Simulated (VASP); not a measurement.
**Ge: band structure with PBEsol**

**Experimental background.**

From “Electronic and optical properties of SixGe1-x-ySny alloys lattice-matched to Ge”, 2021, arxiv:2109.02782, for a bulk crystal of Ge at 300 K: band gap 0.807 eV (direct).

Ge:

```
Ge
1.0
     0.00000    2.83700    2.83700
     2.83700    0.00000    2.83700
     2.83700    2.83700    0.00000
Ge
2
Cartesian
  0.0000 0.0000 0.0000
  1.4185 1.4185 1.4185
```

* Program: VASP 6.6.1
* Task: band structure
* Functional: PBEsol
* Potentials or basis: VASP PAW PBE potentials, release 64 (Ge_d)
* Cutoff: 520 eV
* k mesh: 6 × 6 × 6
* Occupations: gaussian, width 0.03 eV
* Spin: no spin polarisation
* Grid for exact exchange (PRECFOCK): Fast
* Further INCAR settings: ALGO = Normal; EDIFF = 1e-07; NBANDS = 21

```json
{"Pressure": "0.1 GPa", "Band gap along the path": "none (metal or under the smearing width)"}
```

Levels at points of the mesh, in eV from the Fermi level:
| k point | band 12 | band 13 | band 14 | band 15 | band 16 | band 17 |
| --- | --- | --- | --- | --- | --- | --- |
| (0.00, 0.00, 0.00) | -0.09 | -0.01 | -0.01 | -0.01 | 2.51 | 2.51 |
| (0.50, 0.00, 0.00) | -7.60 | -1.41 | -1.41 | 0.09 | 3.69 | 3.69 |
| (0.50, 0.50, 0.00) | -8.88 | -3.07 | -3.07 | 0.66 | 0.66 | 9.41 |

Wall time 11 s on 2 MPI ranks on Intel(R) Xeon(R) Platinum 8488C (Sapphire Rapids), with other jobs on the host, peak memory 0.16 GiB a rank.

Against the measured gap of Ge, 0.807 eV (direct; 300 K; “Electronic and optical properties of SixGe1-x-ySny alloys lattice-matched to Ge”, 2021, arxiv:2109.02782), the calculated 0.00 eV is off by -0.81 eV. 3 values of this kind are on record (0.666 to 0.807 eV); this one was drawn at random among those near their median. Spin-orbit coupling on Ge is left out. The value is that of PBEsol, without temperature or zero-point motion. Semilocal functionals fall short of measured gaps as a rule.

Caveat: the PAW data sets were made with another functional, which shifts forces and pressure a little; this crystal is a semiconductor, whose small gap the functional closes, so the metal is an error of the method.
